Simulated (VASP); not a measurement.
Calculation: AM05 GGA, VASP's PBE PAW potentials (set 64) (plane waves; VASP).

VASP ran on this input.

File KPOINTS:
```
Automatic mesh
0
Gamma
14 14 8
0 0 0
```

INCAR:
```
! general
SYSTEM  = Ru
PREC    = Accurate
ENCUT   = 520
LREAL   = .FALSE.
LASPH   = .TRUE.

! electronic loop
EDIFF   = 1E-6
NELM    = 100
ALGO    = Normal
LMAXMIX = 4

! smearing
ISMEAR  = 1
SIGMA   = 0.1

! functional
GGA     = AM

! ions
IBRION  = 2
NSW     = 60
ISIF    = 3
EDIFFG  = -0.01

! output
LWAVE   = .FALSE.
LCHARG  = .FALSE.
```

### POSCAR
```
Ru
1.0
  1.3550000000  -2.3469290000   0.0000000000
  1.3550000000   2.3469290000   0.0000000000
  0.0000000000   0.0000000000   4.2800000000
Ru
2
Cartesian
  1.3550000000   0.7823112313   1.0700000000
  1.3550000000  -0.7823112313   3.2100000000
```

POTCAR, in this order: Ru_pv (PBE.64 set). Program: vasp_std.

The run wrote:

### OUTCAR
```
 ion  position               nearest neighbor table
   1  0.333  0.667  0.250-   2 2.65   2 2.65   2 2.65   2 2.65   2 2.65   2 2.65
   2  0.667  0.333  0.750-   1 2.65   1 2.65   1 2.65   1 2.65   1 2.65   1 2.65
  LATTYP: Found a hexagonal cell.
 ALAT       =     2.7100001349
 C/A-ratio  =     1.5793357148
 Subroutine PRICEL returns:
 Original cell was already a primitive cell.
 Subroutine GETGRP returns: Found 24 space group operations
The static configuration has the point symmetry D_3d.
 The point group associated with its full space group is D_6h.
The dynamic configuration has the point symmetry D_3d.
 Subroutine INISYM returns: Found 24 space group operations
 Subroutine IBZKPT returns following result:
 Found    120 irreducible k-points:

 Following reciprocal coordinates:
            Coordinates               Weight
  0.000000  0.000000  0.000000      1.000000
  0.071429  0.000000  0.000000      6.000000
  0.142857  0.000000  0.000000      6.000000
  0.214286  0.000000  0.000000      6.000000
  0.285714  0.000000  0.000000      6.000000
  0.357143  0.000000  0.000000      6.000000
  0.428571  0.000000  0.000000      6.000000
  0.500000  0.000000  0.000000      3.000000
  0.071429  0.071429  0.000000      6.000000
  0.142857  0.071429  0.000000     12.000000
  0.214286  0.071429  0.000000     12.000000
  0.285714  0.071429  0.000000     12.000000
  0.357143  0.071429  0.000000     12.000000
  0.428571  0.071429  0.000000     12.000000
  0.142857  0.142857  0.000000      6.000000
  0.214286  0.142857  0.000000     12.000000
  0.285714  0.142857  0.000000     12.000000
  0.357143  0.142857  0.000000     12.000000
  0.428571  0.142857  0.000000      6.000000
  0.214286  0.214286  0.000000      6.000000
  0.285714  0.214286  0.000000     12.000000
  0.357143  0.214286  0.000000     12.000000
...
```

**OSZICAR**
```
       N       E                     dE             d eps       ncg     rms          rms(c)
DAV:   1     0.284290909523E+03    0.28429E+03   -0.18085E+04  4328   0.173E+03
DAV:   2    -0.145819129639E+02   -0.29887E+03   -0.29325E+03  4606   0.494E+02
DAV:   3    -0.213062766449E+02   -0.67244E+01   -0.65356E+01  4508   0.790E+01
DAV:   4    -0.213781787854E+02   -0.71902E-01   -0.71574E-01  5254   0.707E+00
DAV:   5    -0.213791751236E+02   -0.99634E-03   -0.99630E-03  4686   0.784E-01    0.190E+01
DAV:   6    -0.198954837620E+02    0.14837E+01   -0.40001E+00  4356   0.209E+01    0.461E+00
DAV:   7    -0.197936679038E+02    0.10182E+00   -0.30653E-01  4436   0.517E+00    0.100E+00
DAV:   8    -0.197833824881E+02    0.10285E-01   -0.64632E-03  4460   0.978E-01    0.305E-01
DAV:   9    -0.197826018140E+02    0.78067E-03   -0.10473E-03  5356   0.373E-01    0.398E-02
DAV:  10    -0.197826264524E+02   -0.24638E-04   -0.33244E-05  4900   0.559E-02    0.123E-02
DAV:  11    -0.197826262388E+02    0.21362E-06   -0.36472E-06  4472   0.184E-02
   1 F= -.19782626E+02 E0= -.19782058E+02  d E =-.197826E+02
       N       E                     dE             d eps       ncg     rms          rms(c)
DAV:   1    -0.250936244477E+02   -0.53110E+01   -0.12228E+02  4356   0.134E+02    0.307E+01
DAV:   2    -0.197888050761E+02    0.53048E+01   -0.14137E+01  4344   0.421E+01    0.409E+00
DAV:   3    -0.195186413545E+02    0.27016E+00   -0.11081E+00  4428   0.107E+01    0.437E+00
DAV:   4    -0.195548119989E+02   -0.36171E-01   -0.46553E-02  4400   0.190E+00    0.145E+00
DAV:   5    -0.195629187456E+02   -0.81067E-02   -0.10573E-02  4818   0.724E-01    0.147E-01
DAV:   6    -0.195628021796E+02    0.11657E-03   -0.50916E-04  5352   0.157E-01    0.343E-02
DAV:   7    -0.195628008428E+02    0.13367E-05   -0.34588E-05  4784   0.549E-02    0.134E-02
DAV:   8    -0.195628015245E+02   -0.68167E-06   -0.17459E-06  3262   0.100E-02
   2 F= -.19562802E+02 E0= -.19562563E+02  d E =0.219825E+00
       N       E                     dE             d eps       ncg     rms          rms(c)
DAV:   1    -0.231871783152E+02   -0.36244E+01   -0.75996E+01  4342   0.112E+02    0.133E+01
DAV:   2    -0.198428580858E+02    0.33443E+01   -0.96490E+00  4336   0.330E+01    0.429E+00
DAV:   3    -0.197749282154E+02    0.67930E-01   -0.52349E-01  4420   0.711E+00    0.138E+00
DAV:   4    -0.197971843153E+02   -0.22256E-01   -0.14980E-02  4444   0.115E+00    0.645E-01
DAV:   5    -0.198049701927E+02   -0.77859E-02   -0.74750E-03  4578   0.669E-01    0.113E-01
DAV:   6    -0.198049561517E+02    0.14041E-04   -0.34116E-04  5516   0.139E-01    0.342E-02
DAV:   7    -0.198049577664E+02   -0.16148E-05   -0.19707E-05  4996   0.434E-02    0.927E-03
DAV:   8    -0.198049559863E+02    0.17802E-05   -0.11924E-06  2634   0.993E-03    0.316E-03
DAV:   9    -0.198049552881E+02    0.69815E-06   -0.17840E-07  2226   0.360E-03
   3 F= -.19804955E+02 E0= -.19804442E+02  d E =-.223290E-01
       N       E                     dE             d eps       ncg     rms          rms(c)
DAV:   1    -0.198053124758E+02   -0.35649E-03   -0.71729E-03  4344   0.106E+00    0.162E-01
DAV:   2    -0.198049869008E+02    0.32557E-03   -0.94759E-04  4344   0.329E-01    0.255E-02
DAV:   3    -0.198049795837E+02    0.73171E-05   -0.52685E-05  4426   0.707E-02    0.154E-02
DAV:   4    -0.198049837814E+02   -0.41977E-05   -0.38584E-06  4176   0.184E-02    0.174E-03
DAV:   5    -0.198049837501E+02    0.31254E-07   -0.29472E-07  2190   0.588E-03
   4 F= -.19804984E+02 E0= -.19804473E+02  d E =-.223575E-01
```

File OUTCAR:
```
------------------------ aborting loop because EDIFF is reached ----------------------------------------
  FORCE on cell =-STRESS in cart. coord.  units (eV):
  Direction    XX          YY          ZZ          XY          YZ          ZX
  --------------------------------------------------------------------------------------
  Total       -0.0043647     -0.0043647     -0.0096085      0.0000000      0.0000000      0.0000000
  in kB       -0.2641614     -0.2641614     -0.5815263      0.0000000      0.0000000      0.0000000
  external PRESSURE =      -0.3699497 kB  Pullay stress =       0.0000000 kB
  volume of cell :       26.47
      direct lattice vectors                 reciprocal lattice vectors
     1.342996570 -2.326138446  0.000000000     0.372301770 -0.214948513 -0.000000000
     1.342996570  2.326138446 -0.000000000     0.372301770  0.214948513  0.000000000
     0.000000000 -0.000000000  4.236995878     0.000000000  0.000000000  0.236016279
 POSITION                                       TOTAL-FORCE (eV/Angst)
 -----------------------------------------------------------------------------------
      1.34300      0.77538      1.05925         0.000000      0.000000      0.000000
      1.34300     -0.77538      3.17775        -0.000000     -0.000000      0.000000
 -----------------------------------------------------------------------------------
    total drift:                               -0.000000      0.000495     -0.000045
  FREE ENERGIE OF THE ION-ELECTRON SYSTEM (eV)
  ---------------------------------------------------
  free  energy   TOTEN  =       -19.8049837501 eV

  energy  without entropy=      -19.8034500838  energy(sigma->0) =      -19.80447253

 reached required accuracy - stopping structural energy minimisation
```
(Selected blocks of OUTCAR.)

### CONTCAR
```
Ru
   1.00000000000000
     1.3429965704274480   -2.3261384459762295    0.0000000000000000
     1.3429965704274480    2.3261384459762295   -0.0000000000000000
     0.0000000000000000   -0.0000000000000000    4.2369958775888845
  Ru
     2
Direct
     0.3333330000000032    0.6666669999999968    0.2500000000000000
     0.6666669999999968    0.3333330000000032    0.7500000000000000
```

Energy and stress use the plane-wave basis of the starting cell.

The compound is Ru in the hcp structure. This run relaxes it. Symmetry was kept, so distortions that lower it aren't found.
